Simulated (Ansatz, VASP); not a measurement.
# Si106SnGe25 (amorphous Si0.8Ge0.2): VASP beside Ansatz, part 2 of 2

One calculation is typed for both programs; each brings its own data sets. How far apart do they land? Of the first pair: The structure shown is the start of the Ansatz relaxation below; VASP solves that cell, so the two are compared at the walk's first step.

VASP 6.6.1 and Ansatz 0.2.0.

So far. Step 3 (VASP: single point, PBEsol, start cell, pair 1): The run ends at a pressure of -1.21 GPa, with forces up to 1.6 eV/Å.

### 5. Ansatz: relaxation, PBEsol

Level of this step: Ansatz beside VASP: Kohn-Sham DFT, plane waves, PBEsol (Ansatz).

This run makes the geometry at which the two programs are then compared.

The structure compared here is the end of the Ansatz relaxation.

input.yaml reads:

```yaml
crystal:
  lattice:
    - [14.0275, 0.0, 0.0]
    - [0.0, 14.0275, 0.0]
    - [0.0, 0.0, 14.0275]
  atoms:
    - { symbol: Si, position: [0.73435, 0.09473, 0.30598] }
    - { symbol: Si, position: [0.56747, 0.60893, 0.66889] }
[... 6 atom lines left out ...]
    - { symbol: Si, position: [0.80541, 0.14362, 0.98787] }
[... 3 atom lines left out ...]
    - { symbol: Si, position: [0.94208, 0.45037, 0.28022] }
    - { symbol: Si, position: [0.15742, 0.58192, 0.12665] }
[... 2 atom lines left out ...]
    - { symbol: Si, position: [0.82886, 0.19367, 0.82842] }
[... 1 atom line left out ...]
    - { symbol: Si, position: [0.45585, 0.09391, 0.03385] }
[... 9 atom lines left out ...]
    - { symbol: Si, position: [0.0836, 0.0245, 0.00668] }
    - { symbol: Si, position: [0.0444, 0.2775, 0.70422] }
    - { symbol: Si, position: [0.33117, 0.04446, 0.13525] }
[... 1 atom line left out ...]
    - { symbol: Si, position: [0.83619, 0.34495, 0.35615] }
[... 1 atom line left out ...]
    - { symbol: Si, position: [0.99796, 0.63221, 0.08846] }
[... 4 atom lines left out ...]
    - { symbol: Si, position: [0.10632, 0.86143, 0.04398] }
[... 1 atom line left out ...]
    - { symbol: Si, position: [0.03647, 0.61864, 0.92749] }
[... 1 atom line left out ...]
    - { symbol: Si, position: [0.14288, 0.29533, 0.44805] }
    - { symbol: Si, position: [0.28001, 0.23949, 0.9056] }
[... 4 atom lines left out ...]
    - { symbol: Si, position: [0.21369, 0.24433, 0.74335] }
[... 1 atom line left out ...]
    - { symbol: Si, position: [0.0629, 0.04804, 0.84472] }
[... 3 atom lines left out ...]
    - { symbol: Si, position: [0.40195, 0.1256, 0.87981] }
[... 1 atom line left out ...]
    - { symbol: Si, position: [0.97658, 0.16579, 0.20323] }
[... 3 atom lines left out ...]
    - { symbol: Si, position: [0.22035, 0.37376, 0.19139] }
[... 1 atom line left out ...]
    - { symbol: Si, position: [0.8733, 0.39113, 0.02787] }
[... 3 atom lines left out ...]
    - { symbol: Si, position: [0.17116, 0.41594, 0.76852] }
[... 2 atom lines left out ...]
    - { symbol: Si, position: [0.19501, 0.07451, 0.74733] }
    - { symbol: Si, position: [0.33009, 0.07382, 0.37489] }
[... 5 atom lines left out ...]
    - { symbol: Si, position: [0.93357, 0.06376, 0.07206] }
[... 1 atom line left out ...]
    - { symbol: Si, position: [0.35268, 0.39039, 0.95108] }
    - { symbol: Si, position: [0.83269, 0.43695, 0.87376] }
    - { symbol: Si, position: [0.99377, 0.20867, 0.84778] }
[... 5 atom lines left out ...]
    - { symbol: Si, position: [0.88382, 0.51859, 0.13901] }
    - { symbol: Si, position: [0.22005, 0.44806, 0.04095] }
[... 5 atom lines left out ...]
    - { symbol: Si, position: [0.07945, 0.14282, 0.47971] }
[... 2 atom lines left out ...]
    - { symbol: Si, position: [0.38376, 0.23588, 0.37641] }
[... 1 atom line left out ...]
    - { symbol: Si, position: [0.20908, 0.0248, 0.26705] }
    - { symbol: Si, position: [0.01719, 0.32407, 0.97589] }
[... 2 atom lines left out ...]
    - { symbol: Si, position: [0.10496, 0.45685, 0.91705] }
    - { symbol: Si, position: [0.82598, 0.22258, 0.24454] }
    - { symbol: Si, position: [0.21166, 0.52822, 0.28126] }
    - { symbol: Ge, position: [0.76653, 0.27368, 0.09036] }
    - { symbol: Ge, position: [0.37817, 0.31174, 0.22653] }
    - { symbol: Ge, position: [0.21455, 0.13869, 0.03651] }
[... 9 atom lines left out ...]
    - { symbol: Ge, position: [0.50365, 0.22323, 0.13296] }
    - { symbol: Ge, position: [0.86038, 0.9086, 0.11205] }
[... 7 atom lines left out ...]
    - { symbol: Ge, position: [0.15003, 0.02902, 0.58886] }
    - { symbol: Ge, position: [0.04824, 0.07106, 0.32534] }
    - { symbol: Ge, position: [0.0714, 0.32707, 0.28581] }
[... 1 atom line left out ...]
    - { symbol: Ge, position: [0.66632, 0.37312, 0.3614] }
kpoints:
  mp_grid: { grid: [1, 1, 1] }
hamiltonian:
  xc: pbesol
scf:
  occupations: { method: fermi_dirac, width: 0.025 }
output:
  forces: true
  eigenvalues: true
relax:
  f_tol: 0.05
  max_steps: 90
```

The run is started by

```bash
$ ansatz run input.yaml --threads 4 --pin off --max-ram 8192MiB --backend cpu --events-out ev --progress --plain --runs-dir out
```

Numbers of over 12 decimals in the logs are rounded to 6 here.

The log of the run:

```text
[...]
Crystal: 132 atoms, lattice volume = 2760.202 Å³
Basis set: ecut = 420 eV, 54171 PW (Γ), exchange–correlation on 192×192×192 points (8 copies of the dense FFT grid, shifted against one another)
Bands: 526, of which v1, the nominal top of the filled ones, is band 394 counted from 1 (393 counted from 0)
Symmetry: 1 space group operations
[...]
k-points: 1
[...]
- { symbol: Ge, position: [0.940169, 0.933593, 0.361425] }
    - { symbol: Ge, position: [0.054094, 0.882463, 0.622336] }
    - { symbol: Ge, position: [0.554672, 0.233462, 0.372717] }
    - { symbol: Ge, position: [0.294712, 0.980951, 0.510878] }
    - { symbol: Ge, position: [0.117384, 0.516389, 0.637434] }
[...]
- { symbol: Sn, position: [0.104422, 0.253074, 0.106955] }
[...]
- { symbol: Ge, position: [0.048116, 0.069598, 0.327371] }
    - { symbol: Ge, position: [0.073642, 0.330445, 0.289364] }
    - { symbol: Ge, position: [0.055466, 0.535343, 0.374898] }
    - { symbol: Ge, position: [0.666073, 0.373319, 0.361852] }
```

### 6. VASP: single point, PBEsol, relaxed cell, pair 2

The same cell, functional, mesh and smearing now go to VASP, with its own data sets.

INCAR reads:

```
SYSTEM = Si106SnGe25
PREC = Accurate
ENCUT = 410
EDIFF = 1E-06
NELM = 120
ISMEAR = -1
SIGMA = 0.025
LREAL = Auto
ALGO = Normal
GGA = PS
NBANDS = 486
LORBIT = 11
LWAVE = .FALSE.
LCHARG = .FALSE.
ISIF = 2
LASPH = .TRUE.
GGA_COMPAT = .FALSE.
EFERMI = MIDGAP
```

POSCAR reads:

```
Si106SnGe25
1.0
   14.0275000000      0.0000000000      0.0000000000
    0.0000000000     14.0275000000      0.0000000000
    0.0000000000      0.0000000000     14.0275000000
Si Ge Sn
106 25 1
Direct
    0.7332800000      0.0942600000      0.3068900000
    0.5670600000      0.6090100000      0.6689400000
[... 6 atom lines left out ...]
    0.8058300000      0.1435200000      0.9875700000
[... 3 atom lines left out ...]
    0.9418600000      0.4504700000      0.2805900000
    0.1564500000      0.5822000000      0.1283600000
[... 2 atom lines left out ...]
    0.8277300000      0.1934500000      0.8275700000
[... 1 atom line left out ...]
    0.4578100000      0.0928100000      0.0337000000
[... 9 atom lines left out ...]
    0.0825500000      0.0231600000      0.0058800000
    0.0446300000      0.2784600000      0.7013000000
    0.3335600000      0.0419000000      0.1351600000
[... 1 atom line left out ...]
    0.8357600000      0.3454500000      0.3564900000
[... 1 atom line left out ...]
    0.9977700000      0.6324600000      0.0882900000
[... 4 atom lines left out ...]
    0.1056800000      0.8606000000      0.0435900000
[... 1 atom line left out ...]
    0.0361500000      0.6196900000      0.9271200000
[... 1 atom line left out ...]
    0.1426500000      0.2955100000      0.4505600000
    0.2816300000      0.2385700000      0.9032200000
[... 4 atom lines left out ...]
    0.2132700000      0.2444200000      0.7421700000
[... 1 atom line left out ...]
    0.0619000000      0.0479700000      0.8441400000
[... 3 atom lines left out ...]
    0.4038800000      0.1249800000      0.8794000000
[... 1 atom line left out ...]
    0.9717500000      0.1623000000      0.2078200000
[... 3 atom lines left out ...]
    0.2253400000      0.3803700000      0.1963600000
[... 1 atom line left out ...]
    0.8706100000      0.3924300000      0.0268300000
[... 3 atom lines left out ...]
    0.1715300000      0.4163500000      0.7685100000
[... 2 atom lines left out ...]
    0.1948400000      0.0744800000      0.7478300000
    0.3294700000      0.0741200000      0.3740900000
[... 5 atom lines left out ...]
    0.9334700000      0.0640300000      0.0731000000
[... 1 atom line left out ...]
    0.3524500000      0.3897500000      0.9516700000
    0.8303800000      0.4377900000      0.8729200000
    0.9924400000      0.2091000000      0.8436700000
[... 5 atom lines left out ...]
    0.8840100000      0.5186400000      0.1389400000
    0.2205100000      0.4488900000      0.0424300000
[... 5 atom lines left out ...]
    0.0792700000      0.1427300000      0.4806500000
[... 2 atom lines left out ...]
    0.3839000000      0.2359600000      0.3765600000
[... 1 atom line left out ...]
    0.2084500000      0.0251700000      0.2658400000
    0.0122500000      0.3288000000      0.9666000000
[... 2 atom lines left out ...]
    0.1064900000      0.4595900000      0.9166300000
    0.8231900000      0.2228300000      0.2457200000
    0.2127300000      0.5318300000      0.2840800000
    0.7664300000      0.2732500000      0.0902600000
    0.3805600000      0.3126300000      0.2271800000
    0.2206400000      0.1296200000      0.0294800000
[... 9 atom lines left out ...]
    0.5041600000      0.2229300000      0.1326900000
    0.8601500000      0.9087100000      0.1121100000
[... 7 atom lines left out ...]
    0.0481200000      0.0696000000      0.3273700000
    0.0736400000      0.3304400000      0.2893600000
    0.0554700000      0.5353400000      0.3749000000
[... 1 atom line left out ...]
    0.1044200000      0.2530700000      0.1069500000
```

KPOINTS reads:

```
Automatic mesh
0
Gamma
1 1 1
0 0 0
```

PAW data sets: Si, Ge_d and Sn_d (PBE family, release 64).

The run is started by

```bash
$ export OMP_NUM_THREADS=3
$ mpirun -np 1 vasp_gam
```

The log of the run:

```text
[banner, memory and clock lines left out]
running    1 mpi-ranks, on    1 nodes
[...]
Offloading initialized ...    1 GPUs detected
[...]
[... a notice as in an earlier step ...]

 LDA part: xc-table for (Slater+PW92), standard interpolation
 POSCAR, INCAR and KPOINTS ok, starting setup
[...]
entering main loop
       N       E                     dE             d eps       ncg     rms          rms(c)
DAV:   1     0.130673711271E+05    0.13067E+05   -0.24297E+05  1044   0.245E+03
DAV:   2     0.215676841181E+04   -0.10911E+05   -0.10571E+05   972   0.653E+02
DAV:   3    -0.355912441031E+03   -0.25127E+04   -0.23435E+04  1138   0.221E+02
DAV:   4    -0.707100795247E+03   -0.35119E+03   -0.33654E+03  1240   0.833E+01
[...]
DAV:  17    -0.709985770790E+03   -0.28330E-05   -0.53053E-06  1032   0.118E-02    0.300E-03
DAV:  18    -0.709985772005E+03   -0.12144E-05   -0.25211E-06   872   0.335E-03    0.190E-03
DAV:  19    -0.709985772604E+03   -0.59937E-06   -0.75357E-07   712   0.291E-03
   1 F= -.70998577E+03 E0= -.70997826E+03  d E =-.150211E-01
```

From OUTCAR (step 6):

```text
  FREE ENERGIE OF THE ION-ELECTRON SYSTEM (eV)
  ---------------------------------------------------
  free  energy   TOTEN  =      -709.9857726041 eV

  energy  without entropy=     -709.9707515414  energy(sigma->0) =     -709.97826207
```

The run ends at a pressure of -1.28 GPa, with forces up to 0.042 eV/Å.

### 7. Side by side

The two programs side by side:

```
              quantity  Ansatz   VASP  difference
gap on the k mesh (eV)   0.178  0.177      +0.001
```

At this near-relaxed geometry the largest component of a force difference is 15 meV/Å. A gap on the mesh is an upper bound, since the band edges may lie between its points.

### 8. Outcome

| Quantity | Value |
| --- | --- |
| r.m.s. force difference (single point, PBEsol, start cell, pair 1) | 5.1 meV/Å |
| difference in gap on the k mesh (single point, PBEsol, relaxed cell, pair 2) | 9.8e-4 eV |

In words: The r.m.s. force difference is 5.1 meV/Å (single point, PBEsol, start cell, pair 1), within the 12 meV/Å picked in this series as the mark of a large difference. Such differences can come from data sets, numerical settings and the points named under the comparisons, not from the functional's error against experiment.

[Lines on the potential files, build, host, timing and source positions are cut from VASP's logs without a mark.]

[Logs are printed without paths, hosts, clocks, repeated set-up lines and the standing remarks that a program may print on its own settings, such as how far it seeks lower states.]

[Hosts, paths, dates, database ids (printed as entryN), source tags and the programs' standing remarks are cut or masked in the printed files.]
